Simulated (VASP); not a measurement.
Input:

```yaml
crystal:
  lattice:
    - [3.88109, 0.00000, 0.00000]
    - [-1.94054, 3.36112, 0.00000]
    - [0.00000, 0.00000, 17.09974]
  atoms:
    - { symbol: Sn, position: [0.00000, 0.00000, 0.50000] }
    - { symbol: Se, position: [0.33333, 0.66667, 0.59064] }
    - { symbol: Se, position: [0.66667, 0.33333, 0.40936] }
```

Calculation: LDA (Ceperley-Alder, Perdew-Zunger), VASP's LDA PAW potentials (set 64) (plane waves; VASP). Settings: 300 eV cut-off, 7×7×1 Γ-centred mesh, Fermi-Dirac smearing of 0.14 eV, potentials Sn_d Se.

At this cut-off the stress carries a Pulay error, which pulls relaxed volumes low. The cell holds a wide vacuum, so values per volume refer to the whole cell.

Question: Give the force on each atom (eV/Å).

Answer: 
```
atom     Fx     Fy      Fz
----  -----  -----  ------
Sn1   0.000  0.000   0.000
Se2   0.000  0.000  -0.053
Se3   0.000  0.000   0.053
```

Question: Give the stress tensor in GPa (positive for a compressed cell).

Answer: 
```
-1.33   0.00   0.00
 0.00  -1.33   0.00
 0.00   0.00  -0.18
```
The pressure is its mean diagonal, -0.95 GPa.

The cell is a sheet with vacuum, built from a generated structure.
